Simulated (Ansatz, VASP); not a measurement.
# Ti4H5 (Ti4H5 (P-42m)) in two plane-wave programs, part 2 of 2

Aim: how closely do two programs agree when they are given the same cell, functional and k mesh? The cell is taken from a series of runs on this material, whose earlier steps may have relaxed, scaled, displaced or heated it; both programs get it as it stands.

VASP 6.6.1 and Ansatz 0.2.0.

So far: The starting structure; VASP: relaxation of cell and atoms, r2SCAN.

### 3. Ansatz: relaxation of cell and atoms, r2SCAN

Level of this step: Ansatz beside VASP: Kohn-Sham DFT, plane waves, r2SCAN (Ansatz).

Ansatz runs on its PAW soft_1 files.

The same cell, functional, mesh and smearing now go to Ansatz.

input.yaml reads:

```yaml
crystal:
  lattice:
    - [4.2464399, 0.0, 0.0]
    - [0.0, 4.2464399, 0.0]
    - [0.0, 0.0, 4.5023075]
  atoms:
    - { symbol: Ti, position: [0.74354474, 0.25645526, 0.75443469] }
    - { symbol: Ti, position: [0.25645526, 0.74354474, 0.75443469] }
    - { symbol: Ti, position: [0.25645526, 0.25645526, 0.24556531] }
    - { symbol: Ti, position: [0.74354474, 0.74354474, 0.24556531] }
    - { symbol: H, position: [0.5, 0.0, 0.5] }
    - { symbol: H, position: [0.5, 0.0, 0.0] }
    - { symbol: H, position: [0.0, 0.5, 0.5] }
    - { symbol: H, position: [0.0, 0.5, 0.0] }
    - { symbol: H, position: [0.0, 0.0, 0.5] }
basis:
  ecutwfc: 500
  xc_grid: 2
hamiltonian:
  xc: r2scan
  pseudopotentials: { kind: paw, azcp: { folder: soft_1 } }
kpoints:
  mp_grid: { grid: [9, 9, 9] }
scf:
  occupations: { method: fermi_dirac, width: 0.05 }
  max_iter: 150
output:
  forces: true
  stress: true
relax:
  f_tol: 0.01
  max_steps: 60
  cell: {}
checkpoint:
  write: "../r2scan.run"
  compress: false
  write_wavefunctions: false
  write_every: 100000
```

On the command line:

```bash
$ ansatz run input.yaml --threads 4 --pin off --max-ram 6594MiB --backend cpu --events-out ev --progress --plain --runs-dir out
```

Numbers of over 12 decimals in the logs are rounded to 6 here.

Log:

```text
Engine: ansatz 0.2.0, aarch64-unknown-linux-gnu
Pseudopotentials: kind: paw
Pseudopotential: Ti, paw, valence charge 12, recommended cutoff 500 eV (meta_gga), soft_1/Ti.paw.azcp
Pseudopotential: H, paw, valence charge 1, recommended cutoff 500 eV (meta_gga), soft_1/H.paw.azcp
Functional definition: r2SCAN
  parameter k0 = 0.174
  parameter k1 = 0.065
  parameter a1 = 4.9479
  exchange = r2scan_x(k0 = k0, k1 = k1, a1 = a1)
  correlation = r2scan_c
Crystal: 9 atoms, lattice volume = 81.187 Å³
Basis set: ecut = 500 eV, 2057 PW (Γ), exchange–correlation on 64×64×72 points (8 copies of the dense FFT grid, shifted against one another)
Bands: 36, of which v1, the nominal top of the filled ones, is band 27 counted from 1 (26 counted from 0)
Symmetry: 8 space group operations
Space group: P-42m (ITA 111), of the structure as read, at distance tolerance 4.3e-5 Å
k-points: 75 of 729 (time reversal used)
Non-local potential: Ti, projectors of the file, l = 0: 3, l = 1: 2, l = 2: 3, l = 3: 1
Non-local potential: H, projectors of the file, l = 0: 2, l = 1: 1
PAW form: soft (Blöchl's): semilocal exchange-correlation on the pseudo side does not see the compensation charge
PAW frozen core: Ti, regenerated for the run's functional (the file was generated under x = pbe(κ = 0.804, μ = 0.219515), c = pbe(β = 0.066725))
PAW one-centre angular grid: Ti, 590 points (default); XC on 160 Gauss nodes
PAW one-centre angular grid: H, 302 points (default); XC on 160 Gauss nodes
Initial density: superposition of atomic densities (chi_scale 0.1, normalization cell, long waves kept (reshape's long-wave potential 0.01 eV rms))
Initial wavefunctions: pseudopotential atomic-orbital guess
Functional: x = r2scan, c = r2scan; τ floored in thin density (d = 2e-4 eV/Å³)
SCF iter   1: F=—  HF=-10103.804164 eV  |F-HF|=—  |Δ(HF+E_count)|=         —  Δρ=1.10e-1  dr2=9.15e0  dr2_τ=3.10e-1  ethr=3.10e-3  ⟨swp⟩=4.9  Hψ=9266  notcnv=0  defer=1
preconditioner: auto → Kerker (q_TF=auto, 2.541 Å⁻¹)  [metal: Δε(μ)=0.004 eV  Ē_g=6.471 eV  σ=0.050 eV  W_gap=0.02  n_scr=26 (ndim 8)  ℏωp=18.9 eV  f_vac=0.000  D(μ)=3.73/eV (n_scr^D=28)]
SCF iter   2: F=—  HF=-10101.781428 eV  |F-HF|=—  |Δ(HF+E_count)|=    2.02e0  Δρ=4.75e-2  dr2=1.74e0  dr2_τ=2.63e-2  ethr=3.10e-3  ⟨swp⟩=2.8  Hψ=5907  notcnv=0  defer=111
SCF iter   3: F=—  HF=-10101.342363 eV  |F-HF|=—  |Δ(HF+E_count)|=   4.39e-1  Δρ=1.09e-2  dr2=7.25e-2  dr2_τ=6.63e-3  ethr=3.10e-3  ⟨swp⟩=2.1  Hψ=4000  notcnv=0  defer=110
SCF iter   4: F=—  HF=-10101.361766 eV  |F-HF|=—  |Δ(HF+E_count)|=   1.94e-2  Δρ=2.39e-3  dr2=4.35e-3  dr2_τ=1.28e-4  ethr=1.37e-4  ⟨swp⟩=2.7  Hψ=4776  notcnv=0  defer=75
SCF iter   5: F=—  HF=-10101.363359 eV  |F-HF|=—  |Δ(HF+E_count)|=   1.59e-3  Δρ=7.13e-4  dr2=4.76e-4  dr2_τ=5.39e-6  ethr=8.20e-6  ⟨swp⟩=2.1  Hψ=3608  notcnv=0  defer=74
SCF iter   6: F=—  HF=-10101.363323 eV  |F-HF|=—  |Δ(HF+E_count)|=   3.57e-5  Δρ=1.86e-4  dr2=3.17e-5  dr2_τ=1.23e-6  ethr=8.98e-7  ⟨swp⟩=2.0  Hψ=3452  notcnv=0  defer=74
SCF iter   7: F=—  HF=-10101.363320 eV  |F-HF|=—  |Δ(HF+E_count)|=   3.70e-6  Δρ=4.74e-5  dr2=2.54e-6  dr2_τ=8.54e-8  ethr=5.98e-8  ⟨swp⟩=2.4  Hψ=4230  notcnv=0  defer=74
SCF iter   8: F=-10101.363319 eV  HF=-10101.363319 eV  |F-HF|=2.71e-9  |Δ(HF+E_count)|=   1.55e-7  Δρ=7.75e-6  dr2=5.77e-8  dr2_τ=2.43e-9  ethr=1.89e-10  ⟨swp⟩=3.1  Hψ=10097  notcnv=0
SCF 1 converged in 8 iterations: F = -10101.363319 eV  dr2 = 5.77e-8
  greatest PAW one-centre occupation: 1.000 electrons in one spin orbital (limit 2), on the Ti atom at site 3 (counted from 0), in its partial waves of l = 0
relax step   1: F+E_penalty+E_count = -10101.36331950 eV  Δ(F+E_penalty+E_count) = +0.000e0 eV  max|allowed force component| = 2.088e-2 eV/Å  Δτ_max = 0.0000 Å  P = -0.264 GPa  Ω = 81.187 Å³  (8 SCF iters, dr2 threshold 1.00e-7 eV, accepted)
[...]
relax step   2: F+E_penalty+E_count = -10101.36380902 eV  Δ(F+E_penalty+E_count) = -4.895e-4 eV  max|allowed force component| = 7.143e-3 eV/Å  Δτ_max = 0.0020 Å  P = +0.152 GPa  Ω = 80.928 Å³  energy of the carried Pulay correction = +1.789e-4 eV  (5 SCF iters, dr2 threshold 3.04e-7 eV, accepted)
[...]
relax step   3: F+E_penalty+E_count = -10101.36380159 eV  Δ(F+E_penalty+E_count) = +7.436e-6 eV  max|allowed force component| = 2.073e-3 eV/Å  Δτ_max = 0.0010 Å  P = -0.006 GPa  Ω = 81.020 Å³  energy of the carried Pulay correction = +1.153e-4 eV  (5 SCF iters, dr2 threshold 6.27e-8 eV, accepted)
[...]
relax step   4: F+E_penalty+E_count = -10101.36368296 eV  Δ(F+E_penalty+E_count) = +1.186e-4 eV  max|allowed force component| = 2.085e-3 eV/Å  Δτ_max = 0.0000 Å  P = -0.006 GPa  Ω = 81.020 Å³  stress off target by 6.37e-3 GPa  SCF on the basis re-selected at this cell (its energy is not comparable with the rows above)  (4 SCF iters)
basis re-selected at this cell: Δ(F+E_penalty+E_count) = +1.186e-4 eV, ΔP = -0.001 GPa vs the last step (what re-selecting the basis moved, of the pressure what is left beyond the Pulay correction that the steps carried, after the strain that the cell walked since its last selection, with what the two solves' SCF thresholds leave and, on support functions, any second-order correction that the steps lacked; it is no m [...]
SCF converged after 4 iterations
Free energy (F): -10101.363683 eV
Harris-Foulkes:  -10101.363683 eV  (|F-HF|=1.40e-10)
Internal energy: -10101.325624 eV  (E = F + TS)
E sigma→0 (E₀):  -10101.344653 eV
Entropy (-TS):   -0.038059 eV (-4.229 meV/atom)
Fermi energy:    12.103684 eV
--- Per-component energies (eV) ---
  E_band       = -746.817775
  E_kinetic    = 1193.901815
  E_local      = -3679.096960  (includes V_loc(G=0)·N_el)
  E_nonlocal   = 240.502031
  E_hartree    = 1441.207802
  E_xc         = -496.982893
  E_vxc        = -711.036479  (∫ρ·V_xc dr)
  E_paw        = -4204.007979  (= ΣΔE_a)
  E_vpaw       = -717.962866  (= ΣTr[D̂ρ^β])
  E_aug_tail   = -0.000453  (compensation charges beyond the density's cutoff)
  E_vtau       = 44.459614  (kinetic-family band-sum trace: ∫τ·v_τ [+ j·A + Jᵃ·Aᵃ] dr)
  E_ewald      = -4595.835162
  E_core_change = -1.013825  (= ΣΔE_core)
  E_smearing   = -0.038059  (= −TS)
  E_closure    = -0.000000  (closes the sum)
  Σ components = -10101.363683   (vs F -10101.363683, Δ=0.00e0)
--- Forces (eV/Å), atoms counted from 1 ---
  atom   1  Ti    -0.00208466     0.00208466     0.00103529
  atom   2  Ti     0.00208466    -0.00208466     0.00103529
  atom   3  Ti     0.00208466     0.00208466    -0.00103529
  atom   4  Ti    -0.00208466    -0.00208466    -0.00103529
  atom   5  H      0.00000000     0.00000000     0.00000000
  atom   6  H     -0.00000000    -0.00000000    -0.00000000
  atom   7  H      0.00000000     0.00000000     0.00000000
  atom   8  H      0.00000000    -0.00000000    -0.00000000
  atom   9  H     -0.00000000    -0.00000000    -0.00000000
  max |Σ_I F_I| component: 1.04e-17 eV/Å
--- Stress (GPa, compression-positive) ---
       -0.006370      -0.000000      -0.000000
       -0.000000      -0.006370      -0.000000
       -0.000000      -0.000000      -0.006226
  P = ⅓ Tr σ = -0.0063 GPa (-0.063 kbar)
--- Relaxed structure (3 steps of the walk, 3 accepted, 1 SCFs on fresh bases) ---
  F+E_penalty+E_count = -10101.36368296 eV   max|allowed force component| = 2.085e-3 eV/Å   (the final SCF, on the basis selected at the relaxed cell)
  cell:  # Å, volume = 81.0199 Å³
    - [4.238128, 0, 0.0]
    - [0, 4.238128, 0]
    - [0.0, 0, 4.510700]
  atoms:
    - { symbol: Ti, position: [0.743688, 0.256312, 0.754107] }
    - { symbol: Ti, position: [0.256312, 0.743688, 0.754107] }
    - { symbol: Ti, position: [0.256312, 0.256312, 0.245893] }
    - { symbol: Ti, position: [0.743688, 0.743688, 0.245893] }
    - { symbol: H, position: [0.5, 0.0, 0.5] }
    - { symbol: H, position: [0.5, 0.0, 0.0] }
    - { symbol: H, position: [0, 0.5, 0.5] }
    - { symbol: H, position: [0, 0.5, 0] }
    - { symbol: H, position: [0, 0, 0.5] }
```

### 4. Side by side

Known differences besides the potentials themselves: VASP keeps PBE cores, Ansatz makes them for the functional; the cutoff is 500 eV in Ansatz and 550 eV in VASP; Ansatz adds a Pulay correction to the stress that steers its cell, VASP none; in our runs with r2SCAN, forces from VASP's data set Ti_sv part from Ansatz's all-electron ones, so neither program is the reference here. Total energies have different zeros and are not compared.

Compared:

```tsv
quantity	Ansatz	VASP	difference
volume (Å³)	81.02	81.29	-0.33 %
edge a after relaxation, in the typed setting (Å)	4.238	4.246	-0.19 %
edge c after relaxation, in the typed setting (Å)	4.511	4.509	+0.04 %
```

### 5. Results

```
difference in volume (relaxation of cell and atoms, r2SCAN) : -0.33 %
```

The difference in volume is -0.33 % (relaxation of cell and atoms, r2SCAN), within the 1.2 % picked in this series as the mark of a large difference, as far as the stopping tolerances let one tell. Such differences can come from data sets, numerical settings and the points named under the comparisons, not from the functional's error against experiment.

[Lines on the potential files, build, host, timing and source positions are cut from VASP's logs without a mark.]

[Logs are printed without paths, hosts, clocks, repeated set-up lines and the standing remarks that a program may print on its own settings, such as how far it seeks lower states.]

[Hosts, paths, dates, database ids (printed as entryN), source tags and the programs' standing remarks are cut or masked in the printed files.]
